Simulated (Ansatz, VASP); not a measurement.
**Cross-check of SiO2 between VASP and Ansatz**

One calculation is typed for both programs; each brings its own data sets. How far apart do they land? The cell is taken from a series of runs on this material, whose earlier steps may have relaxed, scaled, displaced or heated it; both programs get it as it stands.

Main program and level: Ansatz 0.2.0; plane waves, with VASP 6.6.1 beside it; relaxation of cell and atoms at LDA and zone-centre phonons at LDA.

### 1. The starting structure

It takes space group P4_2/mnm (No. 136, tetragonal). The conventional cell has a = 4.155 Å, b = 4.155 Å, c = 2.662 Å, α = 90.00°, β = 90.00°, γ = 90.00°. Nearest to Si lie 6 O at 1.75 to 1.80 Å. Nearest to O lie 3 Si at 1.75 to 1.80 Å. Farther neighbours and most contacts between anions are not listed.

Structure file:

```cif
data_structure
_symmetry_space_group_name_H-M 'P4_2/mnm'
_symmetry_Int_Tables_number 136
_cell_length_a 4.1548
_cell_length_b 4.1548
_cell_length_c 2.6615
_cell_angle_alpha 90.000
_cell_angle_beta 90.000
_cell_angle_gamma 90.000
_cell_volume 45.94
loop_
_atom_site_label
_atom_site_type_symbol
_atom_site_symmetry_multiplicity
_atom_site_Wyckoff_symbol
_atom_site_fract_x
_atom_site_fract_y
_atom_site_fract_z
_atom_site_occupancy
Si1 Si 2 b 0.00000 0.00000 0.50000 1
O1 O 4 f 0.19443 0.19443 0.00000 1
```

### 2. VASP: relaxation of cell and atoms, LDA, pair 1

The relaxed volume is the usual yardstick between codes: in a stiff, nearly cubic crystal its relative difference is about their pressure difference at one cell divided by the bulk modulus.

Lines of VASP's logs that name or quote its potential files are left out, and so is its time.

INCAR

```
SYSTEM = SiO2
PREC = Accurate
ENCUT = 600
EDIFF = 1E-07
NELM = 120
ISMEAR = 0
SIGMA = 0.01
LREAL = .FALSE.
ALGO = Normal
GGA = PW92
NBANDS = 22
LORBIT = 11
LWAVE = .FALSE.
LCHARG = .FALSE.
ISIF = 3
IBRION = 2
NSW = 80
EDIFFG = -0.005
LASPH = .TRUE.
GGA_COMPAT = .FALSE.
NELMIN = 4
EFERMI = MIDGAP
KPAR = 2
```

POSCAR

```
SiO2
1.0
    4.1547670000      0.0000000000      0.0000000000
    0.0000000000      4.1547670000      0.0000000000
    0.0000000000      0.0000000000      2.6615050000
Si O
2 4
Direct
    0.5000001203      0.5000001203      0.5000001879
    0.0000000000      0.0000000000      0.0000000000
    0.6944281111      0.6944281111      0.0000000000
    0.1944279908      0.8055720092      0.5000001879
    0.3055718889      0.3055718889      0.0000000000
    0.8055720092      0.1944279908      0.5000001879
```

KPOINTS

```
Automatic mesh
0
Gamma
6 6 8
0 0 0
```

PAW data sets: Si and O (LDA family, release 64).

The run is started by

```sh
> mpirun -np 2 vasp_std
```

Numbers of over 12 decimals in the logs are rounded to 6 here.

Log:

```text
[banner, memory and clock lines left out]
running    2 mpi-ranks, on    1 nodes
 distrk:  each k-point on    1 cores,    2 groups
 distr:  one band on    1 cores,    1 groups

 POSCAR found type information on POSCAR SiO
 POSCAR found :  2 types and       6 ions
|                                                                             |
|               ----> ADVICE to this user running VASP <----                  |
|                                                                             |
|     You enforced a specific xc type in the INCAR file but a different       |
|     [... a line on the potential file left out ...]
|     I HOPE YOU KNOW WHAT YOU ARE DOING!                                     |
|                                                                             |

 LDA part: xc-table for (Slater(with rela. corr.)+PW92), standard interpolation
 POSCAR, INCAR and KPOINTS ok, starting setup
 FFT: planning ... GRIDC
 FFT: planning ... GRID_SOFT
 FFT: planning ... GRID
 WAVECAR not read
 entering main loop
       N       E                     dE             d eps       ncg     rms          rms(c)
DAV:   1     0.157378381128E+03    0.15738E+03   -0.19578E+04  2200   0.158E+03
DAV:   2    -0.498682505952E+02   -0.20725E+03   -0.19782E+03  2902   0.322E+02
DAV:   3    -0.569391102168E+02   -0.70709E+01   -0.70432E+01  2788   0.595E+01
DAV:   4    -0.569898633423E+02   -0.50753E-01   -0.50728E-01  2758   0.579E+00
DAV:   5    -0.569903507474E+02   -0.48741E-03   -0.48737E-03  2734   0.544E-01    0.181E+01
DAV:   6    -0.521401997771E+02    0.48502E+01   -0.17001E+01  2620   0.280E+01    0.865E+00
DAV:   7    -0.520789971354E+02    0.61203E-01   -0.58798E-01  2584   0.495E+00    0.306E+00
DAV:   8    -0.520489148800E+02    0.30082E-01   -0.21046E-02  2656   0.138E+00    0.108E+00
DAV:   9    -0.520436630041E+02    0.52519E-02   -0.47687E-03  2620   0.627E-01    0.223E-01
DAV:  10    -0.520436768034E+02   -0.13799E-04   -0.21274E-04  2710   0.125E-01    0.597E-02
DAV:  11    -0.520436700369E+02    0.67665E-05   -0.27428E-05  2686   0.411E-02    0.171E-02
DAV:  12    -0.520436694580E+02    0.57892E-06   -0.32157E-06  2626   0.136E-02    0.558E-03
DAV:  13    -0.520436694729E+02   -0.14911E-07   -0.16252E-07  2084   0.316E-03
   1 F= -.52043669E+02 E0= -.52043669E+02  d E =-.520437E+02
[...]
2 F= -.52043737E+02 E0= -.52043737E+02  d E =-.677280E-04
[...]
3 F= -.52043832E+02 E0= -.52043832E+02  d E =-.162587E-03
 curvature:  -0.28 expect dE=-0.329E-04 dE for cont linesearch -0.257E-11
 trial: gam= 0.20303 g(F)=  0.941E-07 g(S)=  0.117E-03 ort = 0.724E-07 (trialstep = 0.914E+00)
 search vector abs. value=  0.140E-03
 bond charge predicted
       N       E                     dE             d eps       ncg     rms          rms(c)
DAV:   1    -0.520440679797E+02   -0.23591E-03   -0.11463E-02  2554   0.863E-01    0.102E-01
DAV:   2    -0.520439106396E+02    0.15734E-03   -0.50441E-04  2614   0.172E-01    0.388E-02
DAV:   3    -0.520438801590E+02    0.30481E-04   -0.59453E-05  2674   0.575E-02    0.138E-02
DAV:   4    -0.520438748676E+02    0.52915E-05   -0.11565E-05  2692   0.265E-02    0.376E-03
DAV:   5    -0.520438746412E+02    0.22632E-06   -0.14832E-06  2698   0.918E-03    0.179E-03
DAV:   6    -0.520438746369E+02    0.43265E-08   -0.27295E-08  1460   0.134E-03
   4 F= -.52043875E+02 E0= -.52043875E+02  d E =-.425770E-04
 trial-energy change:   -0.000043  1 .order   -0.000042   -0.000107    0.000022
 step:   0.7563(harm=  0.7563)  dis= 0.00017  next Energy=   -52.043876 (dE=-0.441E-04)
 reached required accuracy - stopping structural energy minimisation
```

OUTCAR, selected parts (step 2):

```text
ion  position               nearest neighbor table
   1  0.500  0.500  0.500-   3 1.75   3 1.75   5 1.75   5 1.75   4 1.80   6 1.80
   2  0.000  0.000  0.000-   4 1.75   6 1.75   4 1.75   6 1.75   5 1.80   3 1.80
   3  0.694  0.694  0.000-   1 1.75   1 1.75   2 1.80
   4  0.194  0.806  0.500-   2 1.75   2 1.75   1 1.80
   5  0.306  0.306  0.000-   1 1.75   1 1.75   2 1.80
   6  0.806  0.194  0.500-   2 1.75   2 1.75   1 1.80

  LATTYP: Found a simple tetragonal cell.
 ALAT       =     4.1547670000
 C/A-ratio  =     0.6405906757

 Subroutine GETGRP returns: Found 16 space group operations
 (whereof  8 operations were pure point group operations)

The static configuration has the point symmetry D_2h.
 The point group associated with its full space group is D_4h.

 Found     50 irreducible k-points:

   k-points           NKPTS =     50   k-points in BZ     NKDIM =     50   number of bands    NBANDS=     22

   dimension x,y,z NGX =    36 NGY =   36 NGZ =   24
   dimension x,y,z NGXF=    72 NGYF=   72 NGZF=   48

   ENCUT  =  600.0 eV  44.10 Ry    6.64 a.u.   8.30  8.30  5.32*2*pi/ulx,y,z

   NELECT =      32.0000    total number of electrons

 k-points in reciprocal lattice and weights: Automatic mesh
   0.00000000  0.00000000  0.00000000       0.003
   0.16666667  0.00000000  0.00000000       0.014
   0.33333333  0.00000000  0.00000000       0.014
   0.50000000  0.00000000  0.00000000       0.007
   0.16666667  0.16666667  0.00000000       0.014
   0.33333333  0.16666667  0.00000000       0.028
   0.50000000  0.16666667  0.00000000       0.014
   0.33333333  0.33333333  0.00000000       0.014
   0.50000000  0.33333333  0.00000000       0.014
[...]
0.50000000  0.33333333  0.50000000       0.014
   0.50000000  0.50000000  0.50000000       0.003

 average (electrostatic) potential at core
       1 -82.5744       2 -82.5744       3 -67.6249       4 -67.6249       5 -67.6248
       6 -67.6249

 E-fermi :  11.1967

 k-point     1 :       0.0000    0.0000    0.0000
  band No.  band energies     occupation
    ...
     12       5.0481      2.00000
     13       5.7284      2.00000
     14       7.3858      2.00000
     15       7.3858      2.00000
     16       8.2938      2.00000
     17      14.0996      0.00000
     18      14.7098      0.00000
     19      16.6327      0.00000
     20      16.6327      0.00000
     21      19.0336      0.00000
    ...

 k-point     2 :       0.1667    0.0000    0.0000
  band No.  band energies     occupation
    ...
     12       5.1146      2.00000
     13       5.7661      2.00000
     14       6.7965      2.00000
     15       7.3375      2.00000
     16       8.0707      2.00000
     17      14.5154      0.00000
     18      14.9688      0.00000
     19      16.6852      0.00000
     20      16.7290      0.00000
     21      19.5014      0.00000
    ...

 k-point     3 :       0.3333    0.0000    0.0000
  band No.  band energies     occupation
    ...
     12       5.2936      2.00000
     13       5.4750      2.00000
     14       5.7117      2.00000
     15       7.2261      2.00000
     16       7.5476      2.00000
     17      15.3875      0.00000
     18      15.6333      0.00000
     19      16.9375      0.00000
     20      17.0607      0.00000
     21      19.4845      0.00000
    ...

  Total        0.0181579      0.0181579     -0.0041890     -0.0000000      0.0000000      0.0000000
  in kB        0.6331255      0.6331255     -0.1460602     -0.0000000      0.0000000      0.0000000
  external PRESSURE =       0.3733969 kB  Pullay stress =       0.0000000 kB

  energy-cutoff  :      600.00
  volume of cell :       45.95
      direct lattice vectors                 reciprocal lattice vectors
     4.152226928 -0.000000000  0.000000000     0.240834621  0.000000000  0.000000000
     0.000000000  4.152226928  0.000000000     0.000000000  0.240834621  0.000000000
     0.000000000  0.000000000  2.665170205     0.000000000  0.000000000  0.375210558

 POSITION                                       TOTAL-FORCE (eV/Angst)
 -----------------------------------------------------------------------------------
      2.07611      2.07611      1.33259         0.000000      0.000000      0.000000
      0.00000      0.00000      0.00000         0.000000      0.000000      0.000000
      2.88418      2.88418      0.00000         0.001127      0.001127      0.000000
      0.80807      3.34416      1.33259         0.001127     -0.001127      0.000000
      1.26805      1.26805      0.00000        -0.001127     -0.001127      0.000000
      3.34416      0.80807      1.33259        -0.001127      0.001127      0.000000
 -----------------------------------------------------------------------------------
    total drift:                                0.000025      0.000025     -0.001066

  FREE ENERGIE OF THE ION-ELECTRON SYSTEM (eV)
  ---------------------------------------------------
  free  energy   TOTEN  =       -52.0438746369 eV

  energy  without entropy=      -52.0438746369  energy(sigma->0) =      -52.04387464

 reached required accuracy - stopping structural energy minimisation

 total charge
# of ion       s       p       d       tot
------------------------------------------
    1        0.595   0.902   0.000   1.497
    2        0.595   0.902   0.000   1.497
    3        1.536   3.687   0.000   5.223
    4        1.536   3.687   0.000   5.223
    5        1.536   3.687   0.000   5.223
    6        1.536   3.687   0.000   5.223
--------------------------------------------------
tot          7.335  16.552   0.000  23.887

[... 3 further parts left out ...]
```

CONTCAR:

```
SiO2
   1.00000000000000
     4.1522269276264643   -0.0000000000000000    0.0000000000000000
     0.0000000000000000    4.1522269276264643    0.0000000000000000
     0.0000000000000000    0.0000000000000000    2.6651702048277346
  Si              O
     2     4
Direct
     0.5000001203000011    0.5000001203000011    0.5000001878999996
     0.0000000000000000    0.0000000000000000    0.0000000000000000
     0.6946101926308273    0.6946101926308273    0.0000000000000000
     0.1946100723308261    0.8053899276691737    0.5000001878999996
     0.3053898073691728    0.3053898073691728    0.0000000000000000
     0.8053899276691737    0.1946100723308261    0.5000001878999996
```

The run keeps the 16 symmetry operations of its start, so it cannot find a distortion of lower symmetry.

### 3. Ansatz: relaxation of cell and atoms, LDA, pair 1

Ansatz runs on its default PAW (the set named soft_2) files.

The same cell, functional (in two slightly different forms) and mesh now go to Ansatz, which takes its cutoff from its data sets.

input.yaml

```yaml
crystal:
  lattice:
    - [4.1547670962, 0.0, 0.0]
    - [0.0, 4.1547670962, 0.0]
    - [0.0, 0.0, 2.6615051631]
  atoms:
    - { symbol: Si, position: [0.5, 0.5, 0.5] }
    - { symbol: Si, position: [0.0, 0.0, 0.0] }
    - { symbol: O, position: [0.6944280345, 0.6944280345, 0.0] }
    - { symbol: O, position: [0.1944280345, 0.8055719655, 0.5] }
    - { symbol: O, position: [0.3055719655, 0.3055719655, 0.0] }
    - { symbol: O, position: [0.8055719655, 0.1944280345, 0.5] }
kpoints:
  mp_grid: { grid: [6, 6, 8] }
hamiltonian:
  xc: lda
scf:
  occupations: { method: fixed }
output:
  forces: true
  stress: true
  eigenvalues: true
relax:
  adjacent_minimum: "off"
  f_tol: 0.001
  max_steps: 60
  cell: { stress_tol: 0.01 }
```

The run is started by

```sh
> ansatz run input.yaml --threads 4 --pin off --max-ram 9216MiB --backend cpu --events-out ev --progress --plain --runs-dir out
```

Log:

```text
Engine: ansatz 0.2.0, x86_64-unknown-linux-gnu
Pseudopotentials: kind: paw
Pseudopotential: Si, paw, valence charge 4, recommended cutoff 420 eV (normal), Si.paw.azcp
Pseudopotential: O, paw, valence charge 6, recommended cutoff 420 eV (normal), O.paw.azcp
Functional definition: SPW92
  exchange = slater_x
  correlation = pw_c
Crystal: 6 atoms, lattice volume = 45.943 Å³
Basis set: ecut = 420 eV, 913 PW (Γ)
Bands: 22, of which v1, the nominal top of the filled ones, is band 16 counted from 1 (15 counted from 0)
Symmetry: 16 space group operations
Space group: P42/mnm (ITA 136), of the structure as read, at distance tolerance 3.6e-5 Å
k-points: 50 of 288
Non-local potential: Si, projectors of the file, l = 0: 2, l = 1: 2, l = 2: 2
Non-local potential: O, projectors of the file, l = 0: 2, l = 1: 2, l = 2: 1
PAW form: soft (Blöchl's): semilocal exchange-correlation on the pseudo side does not see the compensation charge
PAW frozen core: Si, regenerated for the run's functional, and the local potential with it (the file was generated under x = pbe(κ = 0.804, μ = 0.219515), c = pbe(β = 0.066725))
PAW frozen core: O, regenerated for the run's functional, and the local potential with it (the file was generated under x = pbe(κ = 0.804, μ = 0.219515), c = pbe(β = 0.066725))
PAW one-centre angular grid: Si, 110 points (default); XC on 64 Gauss nodes
PAW one-centre angular grid: O, 110 points (default); XC on 64 Gauss nodes
Initial density: superposition of atomic densities (neutral atoms: chi_scale 0, normalization atom), corrected by the library's trained network
Initial wavefunctions: pseudopotential atomic-orbital guess
Functional: x = slater, c = lda
SCF iter   1: F=—  HF=-3445.449691 eV  |F-HF|=—  |Δ(HF+E_count)|=         —  Δρ=1.48e-2  dr2=7.93e-2  ethr=1.77e-3  ⟨swp⟩=4.4  Hψ=5023  notcnv=0  defer=199
preconditioner: auto → none  [insulator: Δε(μ)=5.669 eV  Ē_g=18.667 eV  n_scr=10 (ndim 8)  ℏωp=31.0 eV  f_vac=0.000  ε∞_Penn≈3.8]
SCF iter   2: F=—  HF=-3445.426292 eV  |F-HF|=—  |Δ(HF+E_count)|=   2.34e-2  Δρ=5.75e-3  dr2=5.62e-3  ethr=2.48e-4  ⟨swp⟩=2.5  Hψ=2218  notcnv=0  defer=200
SCF iter   3: F=—  HF=-3445.424159 eV  |F-HF|=—  |Δ(HF+E_count)|=   2.13e-3  Δρ=1.90e-3  dr2=5.14e-4  ethr=1.76e-5  ⟨swp⟩=2.0  Hψ=1740  notcnv=0  defer=200
SCF iter   4: F=—  HF=-3445.423944 eV  |F-HF|=—  |Δ(HF+E_count)|=   2.15e-4  Δρ=1.57e-4  dr2=3.62e-6  ethr=1.61e-6  ⟨swp⟩=1.0  Hψ=1014  notcnv=0  defer=193
SCF iter   5: F=—  HF=-3445.423942 eV  |F-HF|=—  |Δ(HF+E_count)|=   2.34e-6  Δρ=1.72e-5  dr2=4.48e-8  ethr=1.13e-8  ⟨swp⟩=2.4  Hψ=1783  notcnv=0  defer=110
SCF iter   6: F=-3445.423942 eV  HF=-3445.423942 eV  |F-HF|=1.19e-9  |Δ(HF+E_count)|=   8.70e-9  Δρ=2.70e-6  dr2=1.93e-9  ethr=1.40e-10  ⟨swp⟩=8.1  Hψ=5834  notcnv=0
SCF 1 converged in 6 iterations: F = -3445.423942 eV  dr2 = 1.93e-9
  greatest PAW one-centre occupation: 0.856 electrons in one spin orbital (limit 2), on the O atom at site 4 (counted from 0), in its partial waves of l = 0
relax step   1: F+E_penalty+E_count = -3445.42394177 eV  Δ(F+E_penalty+E_count) = +0.000e0 eV  max|allowed force component| = 8.482e-4 eV/Å  Δτ_max = 0.0000 Å  P = +0.000 GPa  Ω = 45.943 Å³  (6 SCF iters, dr2 threshold 1.00e-7 eV, accepted)
Initial density: handed on by an earlier stage of this run
Initial wavefunctions: pseudopotential atomic-orbital guess (no wavefunctions were taken with the density)
iter 1 solved again at ethr=1.13e-7 eV; its pass at ethr=3.10e-3 eV (dr2=3.63e-5 eV) is discarded
SCF iter   1: F=—  HF=-3445.423941 eV  |F-HF|=—  |Δ(HF+E_count)|=         —  Δρ=2.68e-6  dr2=2.00e-9  ethr=1.13e-7  ⟨swp⟩=3.0  Hψ=8057  notcnv=0  defer=200
eigensolver tolerance schedule: the retry pair's looser diagonalisation over-reported the residual by 18084.57 of it (diagonalisation noise at 1.95 of the residual, at the tolerance the schedule requests for it); recorded, not acted on — ethr = c·dr2/N_el stays at c = 1.0e-1
preconditioner: auto → none  [insulator: Δε(μ)=5.809 eV  Ē_g=18.760 eV  n_scr=10 (ndim 8)  ℏωp=31.0 eV  f_vac=0.000  ε∞_Penn≈3.7]
SCF iter   2: F=—  HF=-3445.423942 eV  |F-HF|=—  |Δ(HF+E_count)|=   6.66e-7  Δρ=1.64e-6  dr2=5.75e-10  ethr=6.27e-12  ⟨swp⟩=3.1  Hψ=2349  notcnv=0  defer=191
SCF iter   3: F=—  HF=-3445.423942 eV  |F-HF|=—  |Δ(HF+E_count)|=  2.04e-10  Δρ=5.18e-7  dr2=8.02e-11  ethr=1.80e-12  ⟨swp⟩=2.0  Hψ=1705  notcnv=0  defer=191
SCF iter   4: F=—  HF=-3445.423942 eV  |F-HF|=—  |Δ(HF+E_count)|=  2.91e-11  Δρ=1.31e-7  dr2=5.35e-12  ethr=1.00e-12  ⟨swp⟩=1.0  Hψ=1014  notcnv=0  defer=191
SCF iter   5: F=-3445.423942 eV  HF=-3445.423942 eV  |F-HF|=4.55e-13  |Δ(HF+E_count)|=    0.00e0  Δρ=2.35e-8  dr2=1.05e-13  ethr=1.00e-12  ⟨swp⟩=11.0  Hψ=6536  notcnv=0
SCF 2 converged in 5 iterations: F = -3445.423942 eV  dr2 = 1.05e-13
  greatest PAW one-centre occupation: 0.856 electrons in one spin orbital (limit 2), on the O atom at site 5 (counted from 0), in its partial waves of l = 0
relax step   2: F+E_penalty+E_count = -3445.42394177 eV  Δ(F+E_penalty+E_count) = -2.633e-10 eV  max|allowed force component| = 8.498e-4 eV/Å  Δτ_max = 0.0000 Å  P = +0.000 GPa  Ω = 45.943 Å³  stress off target by 9.28e-3 GPa  SCF on the basis re-selected at this cell (its energy is not comparable with the rows above)  (5 SCF iters)
basis re-selected at this cell: Δ(F+E_penalty+E_count) = -2.633e-10 eV, ΔP = +0.000 GPa vs the last step (what re-selecting the basis moved, of the pressure what is left beyond the Pulay correction that the steps carried, after the strain that the cell walked since its last selection, with what the two solves' SCF thresholds leave and, on support functions, any second-order correction that the steps lacked; it is no  [...]
SCF converged after 5 iterations
Free energy (F): -3445.423942 eV
Harris-Foulkes:  -3445.423942 eV  (|F-HF|=4.55e-13)
Internal energy: -3445.423942 eV  (E = F + TS)
E sigma→0 (E₀):  -3445.423942 eV
Fermi energy:    10.517834 eV
--- Per-component energies (eV) ---
  E_band       = 62.894783
  E_kinetic    = 812.646033
  E_local      = -1209.528221  (includes V_loc(G=0)·N_el)
  E_nonlocal   = 246.865802
  E_hartree    = 424.412186
  E_xc         = -407.027369
  E_vxc        = -477.426010  (∫ρ·V_xc dr)
  E_paw        = -1565.422694  (= ΣΔE_a)
  E_vpaw       = -158.497472  (= ΣTr[D̂ρ^β])
  E_aug_tail   = 0.010284  (compensation charges beyond the density's cutoff)
  E_ewald      = -1747.936311
  E_core_change = 0.556347  (= ΣΔE_core)
  E_smearing   = -0.000000  (= −TS)
  E_closure    = -0.000000  (closes the sum)
  Σ components = -3445.423942   (vs F -3445.423942, Δ=0.00e0)
--- Forces (eV/Å), atoms counted from 1 ---
  atom   1  Si    -0.00000000     0.00000000     0.00000000
  atom   2  Si    -0.00000000    -0.00000000     0.00000000
  atom   3  O     -0.00084979    -0.00084979     0.00000000
  atom   4  O     -0.00084979     0.00084979     0.00000000
  atom   5  O      0.00084979     0.00084979     0.00000000
  atom   6  O      0.00084979    -0.00084979     0.00000000
  max |Σ_I F_I| component: 1.73e-18 eV/Å
--- Stress (GPa, compression-positive) ---
        0.004978       0.000000       0.000000
        0.000000       0.004978       0.000000
        0.000000       0.000000      -0.009275
  P = ⅓ Tr σ = 0.0002 GPa (0.002 kbar)
--- Band table (eV; the first three rows and the last of 50) ---
  k-point 0: bands = [... 12 lower, 7.9630, 9.6107, 9.6107, 10.5178, 16.3267, 16.9808, 18.9131, 18.9131, ... 2 higher]
  k-point 1: bands = [... 12 lower, 7.2673, 9.4526, 9.4526, 10.3163, 17.0273, 18.0993, 19.8086, 19.8086, ... 2 higher]
  k-point 2: bands = [... 12 lower, 6.0944, 8.9564, 8.9564, 9.6761, 18.0892, 20.2563, 20.5135, 21.7017, ... 2 higher]
  k-point 49: bands = [... 12 lower, 8.7203, 8.7203, 8.9146, 8.9146, 17.7101, 17.7101, 21.4096, 21.4096, ... 2 higher]
--- Relaxed structure (1 steps of the walk, 1 accepted, 1 SCFs on fresh bases) ---
  F+E_penalty+E_count = -3445.42394177 eV   max|allowed force component| = 8.498e-4 eV/Å   (the final SCF, on the basis selected at the relaxed cell)
  cell:  # Å, volume = 45.9431 Å³
    - [4.1547670962, 0.0, 0.0]
    - [0.0, 4.1547670962, 0.0]
    - [0.0, 0.0, 2.6615051631]
  atoms:
    - { symbol: Si, position: [0.5, 0.5, 0.5] }
    - { symbol: Si, position: [0.0, 0.0, 0.0] }
    - { symbol: O, position: [0.6944280345, 0.6944280345, 0.0] }
    - { symbol: O, position: [0.194428, 0.805572, 0.5] }
    - { symbol: O, position: [0.3055719655, 0.3055719655, 0.0] }
    - { symbol: O, position: [0.805572, 0.194428, 0.5] }
```

(Continued in part 2 of 2.)

[Lines on the potential files, build, host, timing and source positions are cut from VASP's logs without a mark.]

[Logs are printed without paths, hosts, clocks, repeated set-up lines and the standing remarks that a program may print on its own settings, such as how far it seeks lower states.]

[Hosts, paths, dates, database ids (printed as entryN), source tags and the programs' standing remarks are cut or masked in the printed files.]
